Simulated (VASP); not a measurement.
Output of a VASP run:

### OSZICAR
```
       N       E                     dE             d eps       ncg     rms          rms(c)
DAV:   1     0.402483657119E+03    0.40248E+03   -0.18616E+04   304   0.151E+03
DAV:   2     0.231630509811E+02   -0.37932E+03   -0.35941E+03   328   0.331E+02
DAV:   3    -0.396792627267E+02   -0.62842E+02   -0.58347E+02   440   0.121E+02
DAV:   4    -0.488605818611E+02   -0.91813E+01   -0.83753E+01   528   0.406E+01
DAV:   5    -0.496236287195E+02   -0.76305E+00   -0.75180E+00   420   0.878E+00    0.250E+01
DAV:   6    -0.457880976170E+02    0.38355E+01   -0.66737E+01   440   0.588E+01    0.145E+01
DAV:   7    -0.453481940039E+02    0.43990E+00   -0.89855E+00   452   0.260E+01    0.831E+00
DAV:   8    -0.451862741664E+02    0.16192E+00   -0.40129E+00   436   0.120E+01    0.277E+00
DAV:   9    -0.450263022340E+02    0.15997E+00   -0.10158E+00   520   0.779E+00    0.765E-01
DAV:  10    -0.450207938982E+02    0.55083E-02   -0.44913E-02   464   0.146E+00    0.553E-01
DAV:  11    -0.450213078364E+02   -0.51394E-03   -0.55702E-03   452   0.559E-01    0.261E-01
DAV:  12    -0.450192562460E+02    0.20516E-02   -0.67992E-03   448   0.623E-01    0.682E-02
DAV:  13    -0.450192634876E+02   -0.72416E-05   -0.55205E-04   500   0.133E-01    0.321E-02
DAV:  14    -0.450192836106E+02   -0.20123E-04   -0.23713E-04   496   0.970E-02    0.196E-02
DAV:  15    -0.450192807898E+02    0.28208E-05   -0.56613E-05   448   0.476E-02    0.803E-03
DAV:  16    -0.450192807492E+02    0.40621E-07   -0.57856E-06   384   0.129E-02
   1 F= -.45019281E+02 E0= -.45000999E+02  d E =-.365630E-01
```

### OUTCAR
```
------------------------ aborting loop because EDIFF is reached ----------------------------------------
  FORCE on cell =-STRESS in cart. coord.  units (eV):
  Direction    XX          YY          ZZ          XY          YZ          ZX
  --------------------------------------------------------------------------------------
  Total       -3.0533145     -3.0533145     -1.7067873      0.0000000     -0.0000000      0.0000000
  in kB      -44.2612859    -44.2612858    -24.7418338      0.0000000     -0.0000000      0.0000000
  external PRESSURE =     -37.7548018 kB  Pullay stress =       0.0000000 kB
  volume of cell :      110.52
      direct lattice vectors                 reciprocal lattice vectors
     5.393000000  0.000000000  0.000000000     0.185425552  0.107055492  0.000000000
    -2.696500000  4.670475000  0.000000000     0.000000000  0.214110984  0.000000000
     0.000000000  0.000000000  4.388000000     0.000000000  0.000000000  0.227894257
 POSITION                                       TOTAL-FORCE (eV/Angst)
 -----------------------------------------------------------------------------------
     -0.00000      3.11365      0.00000        -0.000000     -0.000000      0.000000
      2.69650      1.55682      0.00000         0.000000      0.000000      0.000000
      2.69650      0.00000      2.19400        -0.000000      0.000000      0.000000
      1.34825      2.33524      2.19400        -0.000000      0.000000      0.000000
     -1.34825      2.33524      2.19400        -0.000000      0.000000      0.000000
      0.00000      0.00000      0.00000        -0.000000      0.000000      0.000000
 -----------------------------------------------------------------------------------
    total drift:                                0.000000      0.000000      0.000000
  FREE ENERGIE OF THE ION-ELECTRON SYSTEM (eV)
  ---------------------------------------------------
  free  energy   TOTEN  =       -45.0192807492 eV

  energy  without entropy=      -44.9827177481  energy(sigma->0) =      -45.00099925
```
(Selected blocks of OUTCAR.)

File POSCAR:
```
LaPt5
1
    5.3930000000     0.0000000000     0.0000000000
   -2.6965000000     4.6704750000     0.0000000000
    0.0000000000     0.0000000000     4.3880000000
Pt La
5 1
Direct
  0.3333330000   0.6666670000   0.0000000000
  0.6666670000   0.3333330000   0.0000000000
  0.5000000000   0.0000000000   0.5000000000
  0.5000000000   0.5000000000   0.5000000000
  0.0000000000   0.5000000000   0.5000000000
  0.0000000000   0.0000000000   0.0000000000
```

Q: Reconstruct the remaining input files.

A: One answer among several that fit: the input of the run itself, PBEsol GGA, plane waves, VASP's PBE PAW potentials (set 64).

File KPOINTS:
```
kpoints
0
gamma
2 2 3
0 0 0
```

### INCAR
```
! general
SYSTEM  = LaPt5
PREC    = Accurate
ENCUT   = 300
LREAL   = .False.
LASPH   = .True.

! electronic loop
EDIFF   = 1E-6
NELM    = 100
ALGO    = Normal
LMAXMIX = 6

! smearing
ISMEAR  = 0
SIGMA   = 0.1

! functional
GGA     = PS

! ions
ISIF    = 2

! output
LWAVE   = .False.
LCHARG  = .False.
```

POTCAR, in this order: Pt La (PBE.64 set). Program: vasp_std.

At this cut-off the stress carries a Pulay error, which pulls relaxed volumes low.

The structure comes from a measured LaPt5 entry of the Crystallography Open Database, whose conditions weren't checked. The cell was not relaxed at this level. The k-mesh is coarse (spacing up to 0.67 per Å, 2π included), so the numbers may not be converged in it. The run is one of a series of settings (KPOINTS 2×2×3 Γ-centred mesh against the base run), some of them coarse on purpose. The electron count is odd and the run is not spin-polarised, which forces a metal.
